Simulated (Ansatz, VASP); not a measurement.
# Cross-check of Ge2Sb2Te5 between VASP and Ansatz

One calculation is typed for both programs; each brings its own data sets. How far apart do they land? The cell is taken from a series of runs on this material, whose earlier steps may have relaxed, scaled, displaced or heated it; both programs get it as it stands.

Main program and level: Ansatz 0.2.0; plane waves, with VASP 6.6.1 beside it; single point at PBE.

## 1. Set-up

It takes space group P-3m1 (No. 164, trigonal). The conventional cell has a = 4.358 Å, b = 4.358 Å, c = 17.101 Å, α = 90.00°, β = 90.00°, γ = 120.00°. Nearest to Ge lie 6 Te at 3.01 to 3.04 Å. Sb has 6 Te at 3.03 to 3.22 Å nearest. Nearest to Te lie 6 Ge at 3.04 Å. Nearest to Te lie 3 Ge at 3.01 Å and 3 Sb at 3.22 Å. Nearest to Te lie 3 Sb at 3.03 Å. Farther neighbours and most contacts between anions are not listed.

## 2. Ansatz: single point, PBE, pair 1

Ansatz runs on its PAW soft_1 files.

A single point gives forces, pressure and levels at one fixed geometry, so differences don't come from the geometry; what else differs is listed under the comparison.

Input file input.yaml:

```yaml
crystal:
  lattice:
    - [4.3584753912, 0.0, 0.0]
    - [-2.1792376956, 3.7745504105, 0.0]
    - [0.0, 0.0, 17.101346]
  atoms:
    - { symbol: Ge, position: [0.3333333333, 0.6666666667, 0.9000987127] }
    - { symbol: Ge, position: [0.6666666667, 0.3333333333, 0.0999012873] }
    - { symbol: Sb, position: [0.0, 0.0, 0.6861758793] }
    - { symbol: Sb, position: [0.0, 0.0, 0.3138241207] }
    - { symbol: Te, position: [0.0, 0.0, 0.0] }
    - { symbol: Te, position: [0.6666666667, 0.3333333333, 0.8034531967] }
    - { symbol: Te, position: [0.3333333333, 0.6666666667, 0.1965468033] }
    - { symbol: Te, position: [0.3333333333, 0.6666666667, 0.5879612124] }
    - { symbol: Te, position: [0.6666666667, 0.3333333333, 0.4120387876] }
kpoints:
  mp_grid: { grid: [6, 6, 2] }
  band_path:
    path:
      - [0.0, 0.0, 0.0]
      - [0.5, 0.0, 0.0]
      - [0.33333333, 0.33333333, 0.0]
      - [0.0, 0.0, 0.5]
      - [0.5, 0.0, 0.5]
      - [0.33333333, 0.33333333, 0.5]
      - [0.066666666, 0.066666666, 0.0]
    npoints: 1
hamiltonian:
  xc: pbe
  pseudopotentials: { kind: paw, azcp: { folder: soft_1 } }
scf:
  occupations: { method: fermi_dirac, width: 0.02 }
  n_extra_bands: 7
output:
  eigenvalues: true
  forces: true
  stress: true
  write_density: true
  write_potential: true
  elf: true
  volumetric_format: npy
```

Run with:

```
$ ansatz run input.yaml --threads 2 --pin off --max-ram 92160MiB --backend cuda --events-out ev --progress --plain --runs-dir out --devices 1 --max-vram 13GiB
```

Numbers of over 12 decimals in the logs are rounded to 6 here.

Output:

```text
scf.n_extra_bands = 7 over 69 filled bands (N_el = 138.0): the run solves 76 bands
GPUs: using 1 of 1 available (devices: 1).
Engine: ansatz 0.2.0, x86_64-unknown-linux-gnu
Pseudopotentials: kind: paw
Pseudopotential: Ge, paw, valence charge 14, recommended cutoff 420 eV (normal), soft_1/Ge.paw.azcp
Pseudopotential: Sb, paw, valence charge 15, recommended cutoff 420 eV (normal), soft_1/Sb.paw.azcp
Pseudopotential: Te, paw, valence charge 16, recommended cutoff 420 eV (normal), soft_1/Te.paw.azcp
Functional definition: PBE
  parameter kappa = 0.804
  parameter beta = 0.066725
  exchange = pbe_x(kappa = kappa, mu = beta*pi^2/3)
  correlation = pbe_c(beta = beta)
device memory: the entry about to start is reckoned to put 4.2 GiB on a device that reports 35.1 GiB free (of which the cap on the GPU budget leaves the run 13.0 GiB)
GPU FFT provider: cuFFT
GPU libraries: cuBLAS 13.8.2, cuFFT 12.4.0, cuSOLVER 12.3.4
Crystal: 9 atoms, lattice volume = 281.339 Å³
Basis set: ecut = 420 eV, 5547 PW (Γ), exchange–correlation on 60×60×240 points (8 copies of the dense FFT grid, shifted against one another)
Bands: 76, of which v1, the nominal top of the filled ones, is band 69 counted from 1 (68 counted from 0)
Symmetry: 12 space group operations
Space group: P-3m1 (ITA 164), of the structure as read, at distance tolerance 6.6e-5 Å
k-points: 14 of 72
Non-local potential: Ge, projectors of the file, l = 0: 2, l = 1: 2, l = 2: 3, l = 3: 1
Non-local potential: Sb, projectors of the file, l = 0: 2, l = 1: 2, l = 2: 2, l = 3: 1
Non-local potential: Te, projectors of the file, l = 0: 2, l = 1: 2, l = 2: 2, l = 3: 1
PAW form: soft (Blöchl's): semilocal exchange-correlation on the pseudo side does not see the compensation charge
PAW one-centre angular grid: Ge, 590 points (default); XC on 64 Gauss nodes
PAW one-centre angular grid: Sb, 590 points (default); XC on 64 Gauss nodes
PAW one-centre angular grid: Te, 590 points (default); XC on 64 Gauss nodes
Initial density: superposition of atomic densities (chi_scale 0.1, normalization cell, long waves kept (reshape's long-wave potential 0.30 eV rms))
Initial wavefunctions: pseudopotential atomic-orbital guess
GPU buffer pool allocated for 108000 grid points (all kernels)
GPU transforms: local potential and band sums: pruned to the plane-wave sphere, on 30×30×120
Functional: x = pbe(κ = 0.804, μ = 0.219515), c = pbe(β = 0.066725)
SCF iter   1: F=—  HF=-56460.866587 eV  |F-HF|=—  |Δ(HF+E_count)|=         —  Δρ=1.51e-2  dr2=9.12e0  ethr=3.10e-3  ⟨swp⟩=6.1  Hψ=4099  notcnv=0
preconditioner: auto → Resta (q_TF=auto, 2.423 Å⁻¹)  ε∞=5.7  [insulator: Δε(μ)=0.113 eV  Ē_g=7.072 eV  σ=0.020 eV  W_gap=0.89  n_scr=66 (ndim 8)  ℏωp=15.3 eV  f_vac=0.014  D(μ)=0.15/eV (n_scr^D=0)  ε∞_Penn≈5.7]
SCF iter   2: F=—  HF=-56460.654274 eV  |F-HF|=—  |Δ(HF+E_count)|=   2.12e-1  Δρ=1.17e-2  dr2=6.14e0  ethr=3.10e-3  ⟨swp⟩=3.0  Hψ=1443  notcnv=0  defer=16
SCF iter   3: F=—  HF=-56460.350166 eV  |F-HF|=—  |Δ(HF+E_count)|=   3.04e-1  Δρ=7.13e-3  dr2=2.26e-1  ethr=3.10e-3  ⟨swp⟩=2.9  Hψ=1376  notcnv=0  defer=18
SCF iter   4: F=—  HF=-56460.340254 eV  |F-HF|=—  |Δ(HF+E_count)|=   9.91e-3  Δρ=3.15e-3  dr2=3.37e-2  ethr=1.64e-4  ⟨swp⟩=2.4  Hψ=1338  notcnv=0  defer=18
SCF iter   5: F=—  HF=-56460.343612 eV  |F-HF|=—  |Δ(HF+E_count)|=   3.36e-3  Δρ=8.36e-4  dr2=4.49e-3  ethr=2.44e-5  ⟨swp⟩=2.9  Hψ=1452  notcnv=0  defer=18
SCF iter   6: F=—  HF=-56460.344468 eV  |F-HF|=—  |Δ(HF+E_count)|=   8.56e-4  Δρ=4.76e-4  dr2=2.54e-3  ethr=3.25e-6  ⟨swp⟩=2.1  Hψ=1466  notcnv=0  defer=18
SCF iter   7: F=—  HF=-56460.343741 eV  |F-HF|=—  |Δ(HF+E_count)|=   7.27e-4  Δρ=1.90e-4  dr2=3.88e-4  ethr=1.84e-6  ⟨swp⟩=2.0  Hψ=1179  notcnv=0  defer=18
SCF iter   8: F=—  HF=-56460.343706 eV  |F-HF|=—  |Δ(HF+E_count)|=   3.49e-5  Δρ=5.14e-5  dr2=1.22e-5  ethr=2.81e-7  ⟨swp⟩=2.0  Hψ=1522  notcnv=0  defer=18
SCF iter   9: F=—  HF=-56460.344318 eV  |F-HF|=—  |Δ(HF+E_count)|=   6.12e-4  Δρ=1.40e-5  dr2=9.63e-7  ethr=8.81e-9  ⟨swp⟩=2.0  Hψ=1553  notcnv=0  defer=18
SCF iter  10: F=-56460.344319 eV  HF=-56460.344319 eV  |F-HF|=1.73e-7  |Δ(HF+E_count)|=   1.11e-6  Δρ=4.28e-6  dr2=7.59e-8  ethr=7.25e-11  ⟨swp⟩=15.8  Hψ=10221  notcnv=0
the search or the solves at the SCF's close seem to have found levels that the self-consistency loop had missed (the run counts 1). By its estimate they hold under 1e-12 electrons; where the run keeps them, the occupations were computed again with them
SCF 1 converged in 10 iterations: F = -56460.344319 eV  dr2 = 7.59e-8
  greatest PAW one-centre occupation: 0.998 electrons in one spin orbital (limit 2), on the Ge atom at site 1 (counted from 0), in its partial waves of l = 2
device memory: the entry about to start is reckoned to put 2.7 GiB on a device that reports 36.5 GiB free (of which the cap on the GPU budget leaves the run 13.0 GiB)
NSCF: frozen V_eff on 7 k-points
SCF converged after 10 iterations
Free energy (F): -56460.344319 eV
Harris-Foulkes:  -56460.344319 eV  (|F-HF|=1.73e-7)
Internal energy: -56460.344318 eV  (E = F + TS)
E sigma→0 (E₀):  -56460.344319 eV
Entropy (-TS):   -0.000001 eV (-0.000 meV/atom)
Fermi energy:    8.759461 eV
--- Per-component energies (eV) ---
  E_band       = -1986.666210
  E_kinetic    = 1359.999962
  E_local      = -16711.328722  (includes V_loc(G=0)·N_el)
  E_nonlocal   = 1527.638701
  E_hartree    = 7947.519429
  E_xc         = -952.564261
  E_vxc        = -819.048809  (∫ρ·V_xc dr)
  E_paw        = -36448.458693  (= ΣΔE_a)
  E_vpaw       = -3238.962917  (= ΣTr[D̂ρ^β])
  E_aug_tail   = 0.000740  (compensation charges beyond the density's cutoff)
  E_ewald      = -13183.151475
  E_smearing   = -0.000001  (= −TS)
  E_closure    = 0.000000  (closes the sum)
  Σ components = -56460.344319   (vs F -56460.344319, Δ=0.00e0)
--- Forces (eV/Å), atoms counted from 1 ---
  atom   1  Ge    -0.00000000     0.00000000     0.00015197
  atom   2  Ge     0.00000000    -0.00000000    -0.00015197
  atom   3  Sb    -0.00000000     0.00000000     0.00007357
  atom   4  Sb     0.00000000    -0.00000000    -0.00007357
  atom   5  Te     0.00000000    -0.00000000     0.00000000
  atom   6  Te     0.00000000    -0.00000000    -0.00107469
  atom   7  Te     0.00000000     0.00000000     0.00107469
  atom   8  Te     0.00000000    -0.00000000     0.00374870
  atom   9  Te     0.00000000     0.00000000    -0.00374870
  max |Σ_I F_I| component: 6.94e-18 eV/Å
--- Stress (GPa, compression-positive) ---
       -0.915450      -0.000000       0.000000
        0.000000      -0.915450       0.000000
        0.000000       0.000000       0.400607
  P = ⅓ Tr σ = -0.4768 GPa (-4.768 kbar)
--- Band table (eV; the first three rows and the last of 14) ---
  k-point 0: bands = [... 65 lower, 7.4252, 7.5823, 7.9315, 8.5624, 8.9563, 9.0344, 9.0344, 9.5624, ... 3 higher]
  k-point 1: bands = [... 65 lower, 7.3587, 7.4433, 7.9881, 8.4799, 9.1284, 9.1785, 9.1785, 9.3913, ... 3 higher]
  k-point 2: bands = [... 65 lower, 7.5371, 7.6627, 8.1021, 8.4502, 9.2631, 9.3868, 9.9165, 9.9243, ... 3 higher]
  k-point 13: bands = [... 65 lower, 7.1175, 7.6082, 7.6082, 7.7422, 10.3394, 10.3394, 10.5829, 10.6040, ... 3 higher]
```

## 3. VASP: single point, PBE, pair 1

The same cell, functional, mesh and smearing now go to VASP, with its own data sets.

Lines of VASP's logs that name or quote its potential files are left out, and so is its time.

Input file INCAR:

```
SYSTEM = Ge2Sb2Te5
PREC = Accurate
ENCUT = 500
EDIFF = 1E-06
NELM = 120
ISMEAR = -1
SIGMA = 0.02
LREAL = .FALSE.
ALGO = Normal
GGA = PE
NBANDS = 43
LORBIT = 11
LWAVE = .FALSE.
LCHARG = .FALSE.
ISIF = 2
LASPH = .TRUE.
GGA_COMPAT = .FALSE.
EFERMI = MIDGAP
KPAR = 2
```

Input file POSCAR:

```
Ge2Sb2Te5
1.0
    4.3584753912      0.0000000000      0.0000000000
   -2.1792376956      3.7745504105      0.0000000000
    0.0000000000      0.0000000000     17.1013460000
Ge Sb Te
2 2 5
Direct
    0.3333333333      0.6666666667      0.9000987127
    0.6666666666      0.3333333334      0.0999012873
    1.0000000000      0.0000000000      0.6861758793
    1.0000000000      0.0000000000      0.3138241207
    1.0000000000      0.0000000000      0.0000000000
    0.6666666666      0.3333333334      0.8034531967
    0.3333333333      0.6666666667      0.1965468033
    0.3333333333      0.6666666667      0.5879612124
    0.6666666666      0.3333333334      0.4120387876
```

Input file KPOINTS:

```
Automatic mesh
0
Gamma
6 6 2
0 0 0
```

PAW data sets: Ge_d, Sb and Te (PBE family, release 64).

Run with:

```
$ mpirun -np 2 vasp_std
```

Output:

```text
[banner, memory and clock lines left out]
running    2 mpi-ranks, on    1 nodes
 distrk:  each k-point on    1 cores,    2 groups
 distr:  one band on    1 cores,    1 groups

 POSCAR found type information on POSCAR GeSbTe
 POSCAR found :  3 types and       9 ions
 LDA part: xc-table for (Slater+PW92), standard interpolation
 POSCAR, INCAR and KPOINTS ok, starting setup
 FFT: planning ... GRIDC
 FFT: planning ... GRID_SOFT
 FFT: planning ... GRID
 WAVECAR not read
 entering main loop
       N       E                     dE             d eps       ncg     rms          rms(c)
DAV:   1     0.581189900589E+03    0.58119E+03   -0.27101E+04  1521   0.202E+03
DAV:   2     0.607320428047E+02   -0.52046E+03   -0.50157E+03  1276   0.552E+02
DAV:   3    -0.281373007612E+02   -0.88869E+02   -0.86134E+02  1470   0.151E+02
DAV:   4    -0.339857467503E+02   -0.58484E+01   -0.57915E+01  1456   0.457E+01
DAV:   5    -0.342064995385E+02   -0.22075E+00   -0.22021E+00  1696   0.884E+00    0.101E+01
DAV:   6    -0.339628520152E+02    0.24365E+00   -0.74945E-01  1663   0.405E+00    0.652E+00
DAV:   7    -0.340939603470E+02   -0.13111E+00   -0.10465E+00  1508   0.431E+00    0.266E+00
DAV:   8    -0.339832176205E+02    0.11074E+00   -0.69660E-01  1478   0.344E+00    0.739E-01
DAV:   9    -0.339757614407E+02    0.74562E-02   -0.68847E-02  1466   0.116E+00    0.581E-01
DAV:  10    -0.339764694086E+02   -0.70797E-03   -0.10134E-02  1580   0.345E-01    0.483E-01
DAV:  11    -0.339762131981E+02    0.25621E-03   -0.96481E-04  1628   0.148E-01    0.329E-01
DAV:  12    -0.339763772104E+02   -0.16401E-03   -0.12155E-03  1415   0.112E-01    0.162E-01
DAV:  13    -0.339763593492E+02    0.17861E-04   -0.12805E-04  1421   0.444E-02    0.143E-01
DAV:  14    -0.339763425958E+02    0.16753E-04   -0.15348E-05  1450   0.175E-02    0.123E-01
DAV:  15    -0.339763065942E+02    0.36002E-04   -0.36474E-05  1270   0.206E-02    0.709E-02
DAV:  16    -0.339762982092E+02    0.83850E-05   -0.12317E-05  1530   0.105E-02    0.534E-02
DAV:  17    -0.339762979531E+02    0.25610E-06   -0.76575E-07   695   0.352E-03
   1 F= -.33976298E+02 E0= -.33976298E+02  d E =-.766165E-06
```

From OUTCAR (step 3):

```text
ion  position               nearest neighbor table
   1  0.333  0.667  0.900-   6 3.01   6 3.01   6 3.01   5 3.04   5 3.04   5 3.04
   2  0.667  0.333  0.100-   7 3.01   7 3.01   7 3.01   5 3.04   5 3.04   5 3.04
   3  0.000  0.000  0.686-   8 3.03   8 3.03   8 3.03   6 3.22   6 3.22   6 3.22
   4  0.000  0.000  0.314-   9 3.03   9 3.03   9 3.03   7 3.22   7 3.22   7 3.22
   5  0.000  0.000  0.000-   2 3.04   1 3.04   2 3.04   1 3.04   1 3.04   2 3.04
   6  0.667  0.333  0.803-   1 3.01   1 3.01   1 3.01   3 3.22   3 3.22   3 3.22
   7  0.333  0.667  0.197-   2 3.01   2 3.01   2 3.01   4 3.22   4 3.22   4 3.22
   8  0.333  0.667  0.588-   3 3.03   3 3.03   3 3.03
   9  0.667  0.333  0.412-   4 3.03   4 3.03   4 3.03

  LATTYP: Found a hexagonal cell.
 ALAT       =     4.3584753912
 C/A-ratio  =     3.9236991069

 Subroutine GETGRP returns: Found 12 space group operations
 (whereof 12 operations were pure point group operations)

The static configuration has the point symmetry D_3d.

 Found     14 irreducible k-points:

   k-points           NKPTS =     14   k-points in BZ     NKDIM =     14   number of bands    NBANDS=     43

   dimension x,y,z NGX =    32 NGY =   32 NGZ =  126
   dimension x,y,z NGXF=    64 NGYF=   64 NGZF=  252

   ENCUT  =  500.0 eV  36.75 Ry    6.06 a.u.   7.95  7.95 31.18*2*pi/ulx,y,z

   NELECT =      68.0000    total number of electrons

 k-points in reciprocal lattice and weights: Automatic mesh
   0.00000000  0.00000000  0.00000000       0.014
   0.16666667  0.00000000  0.00000000       0.083
   0.33333333 -0.00000000  0.00000000       0.083
   0.50000000 -0.00000000  0.00000000       0.042
   0.16666667  0.16666667  0.00000000       0.083
   0.33333333  0.16666667  0.00000000       0.167
   0.33333333  0.33333333  0.00000000       0.028
   0.00000000  0.00000000  0.50000000       0.014
   0.16666667  0.00000000  0.50000000       0.083
[...]
0.33333333  0.16666667  0.50000000       0.167
   0.33333333  0.33333333  0.50000000       0.028

 average (electrostatic) potential at core
       1 -73.8052       2 -73.8052       3 -87.7613       4 -87.7613       5 -88.6080
       6 -88.6768       7 -88.6768       8 -88.8706       9 -88.8706

 E-fermi :   5.8406

 k-point     1 :       0.0000    0.0000    0.0000
  band No.  band energies     occupation
    ...
     30       4.5058      2.00000
     31       4.5058      2.00000
     32       4.6520      2.00000
     33       5.0128      2.00000
     34       5.6462      1.99988
     35       6.0347      0.00012
     36       6.1145      0.00000
     37       6.1145      0.00000
     38       6.6331      0.00000
     39       6.7089      0.00000
    ...

 k-point     2 :       0.1667    0.0000    0.0000
  band No.  band energies     occupation
    ...
     30       4.3420      2.00000
     31       4.6201      2.00000
     32       4.7442      2.00000
     33       5.1843      2.00000
     34       5.5330      2.00000
     35       6.3378      0.00000
     36       6.4674      0.00000
     37       6.9960      0.00000
     38       6.9968      0.00000
     39       7.0485      0.00000
    ...

 k-point     3 :       0.3333   -0.0000    0.0000
  band No.  band energies     occupation
    ...
     30       3.9361      2.00000
     31       4.1456      2.00000
     32       4.5458      2.00000
     33       4.7128      2.00000
     34       5.1326      2.00000
     35       6.6970      0.00000
     36       6.7532      0.00000
     37       7.1637      0.00000
     38       7.4176      0.00000
     39       7.5474      0.00000
    ...

  Total       -1.7219990     -1.7219990      0.6090346      0.0000000      0.0000000      0.0000000
  in kB       -9.8064849     -9.8064849      3.4683460      0.0000000      0.0000000      0.0000000
  external PRESSURE =      -5.3815413 kB  Pullay stress =       0.0000000 kB

  energy-cutoff  :      500.00
  volume of cell :      281.34
      direct lattice vectors                 reciprocal lattice vectors
     4.358475391  0.000000000  0.000000000     0.229438028  0.132466107  0.000000000
    -2.179237696  3.774550410  0.000000000     0.000000000  0.264932215  0.000000000
     0.000000000  0.000000000 17.101346000     0.000000000  0.000000000  0.058474929

 POSITION                                       TOTAL-FORCE (eV/Angst)
 -----------------------------------------------------------------------------------
     -0.00000      2.51637     15.39290         0.000000     -0.000000     -0.002909
      2.17924      1.25818      1.70845         0.000000      0.000000      0.002909
      0.00000      0.00000     11.73453        -0.000000     -0.000000      0.017452
      0.00000      0.00000      5.36681        -0.000000     -0.000000     -0.017452
      0.00000      0.00000      0.00000        -0.000000     -0.000000      0.000000
      2.17924      1.25818     13.74013         0.000000     -0.000000     -0.010833
     -0.00000      2.51637      3.36121        -0.000000      0.000000      0.010833
     -0.00000      2.51637     10.05493        -0.000000      0.000000     -0.008188
      2.17924      1.25818      7.04642        -0.000000     -0.000000      0.008188
 -----------------------------------------------------------------------------------
    total drift:                                0.000001     -0.000000     -0.000000

  FREE ENERGIE OF THE ION-ELECTRON SYSTEM (eV)
  ---------------------------------------------------
  free  energy   TOTEN  =       -33.9762979531 eV

  energy  without entropy=      -33.9762971869  energy(sigma->0) =      -33.97629757

 total charge
# of ion       s       p       d       tot
------------------------------------------
    1        1.333   0.734  10.008  12.076
    2        1.333   0.734  10.008  12.076
    3        1.295   0.951   0.046   2.292
    4        1.295   0.951   0.046   2.292
    5        1.382   1.933   0.030   3.345
    6        1.387   1.932   0.030   3.349
    7        1.387   1.932   0.030   3.349
    8        1.405   1.894   0.024   3.324
    9        1.405   1.894   0.024   3.324
--------------------------------------------------
tot         12.224  12.955  20.247  45.426

[... 3 further parts left out ...]
```

The run ends at a pressure of -0.54 GPa, with forces up to 0.017 eV/Å.

## 4. Comparison

Known differences besides the potentials themselves: the data sets hold 138 valence electrons in Ansatz (on its PAW soft_1 files) and 68 in VASP; the cutoff is 420 eV in Ansatz and 500 eV in VASP. Total energies have different zeros and are not compared.

The two programs side by side:

| quantity | Ansatz | VASP | difference |
| --- | --- | --- | --- |
| pressure (GPa) | -0.48 | -0.54 | +0.06 |
| gap on the k mesh (eV) | 0.394 | 0.389 | +0.005 |

At this near-relaxed geometry the largest component of a force difference is 17 meV/Å. A gap on the mesh is an upper bound, since the band edges may lie between its points.

[end of part 1 of 2]

[Lines on the potential files, build, host, timing and source positions are cut from VASP's logs without a mark.]

[Logs are printed without paths, hosts, clocks, repeated set-up lines and the standing remarks that a program may print on its own settings, such as how far it seeks lower states.]

[Hosts, paths, dates, database ids (printed as entryN), source tags and the programs' standing remarks are cut or masked in the printed files.]
